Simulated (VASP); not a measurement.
Input:

```
LiCl
1.0
    0.00000     2.56135     2.56135
    2.56135     0.00000     2.56135
    2.56135     2.56135     0.00000
Li Cl
1 1
Direct
  0.00000   0.00000   0.00000
  0.50000   0.50000   0.50000
```

Calculation: AM05 GGA, VASP's PBE PAW potentials (set 64) (plane waves; VASP). Settings: 520 eV cut-off, Gaussian smearing of 0.050 eV, potentials Li_sv Cl.

Task: What does the run give for the band gap (along the path) with the smallest direct gap where there is one?

Result: 
```yaml
band gap (along the path): 6.32 eV
smallest direct gap (along the path): 6.32 eV
```

The compound is LiCl in the rock salt structure. It was relaxed first.
